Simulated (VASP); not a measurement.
Given:

```
CELL_PARAMETERS angstrom
      3.10222     0.00000     0.00000
      0.00000     3.10222     0.00000
      0.00000     0.00000     3.10222
ATOMIC_POSITIONS crystal
  Sn 0.00000 0.00000 0.00000
  O  0.50000 0.50000 0.50000
```

The numbers are results of r2SCAN meta-GGA, VASP's PBE PAW potentials (set 64) (plane waves; VASP 6.6.1), not measurements. Run with 520 eV cut-off, 10×10×10 Γ-centred mesh, tetrahedra with Blöchl corrections, potentials Sn_d O.

Problem. Give the energies of bands 7 to 13 at the high-symmetry points, in eV from the Fermi level.

Solution. 
```tsv
band	Γ	X	M	R
7	-7.75	-9.29	-5.86	-3.67
8	-2.86	-2.08	-5.86	-3.67
9	-2.86	-2.08	-4.89	-3.67
10	-2.86	-1.00	-1.95	-1.23
11	8.51	0.41	3.63	0.00
12	8.51	7.54	3.63	0.00
13	8.53	7.54	9.27	0.00
```

It has no gap at this level: it comes out as a metal or semimetal.

The structure was generated: SnO was put into the CsCl type (Pm-3m), which need not be its known phase. It was relaxed first, which changed the volume by +33 %.
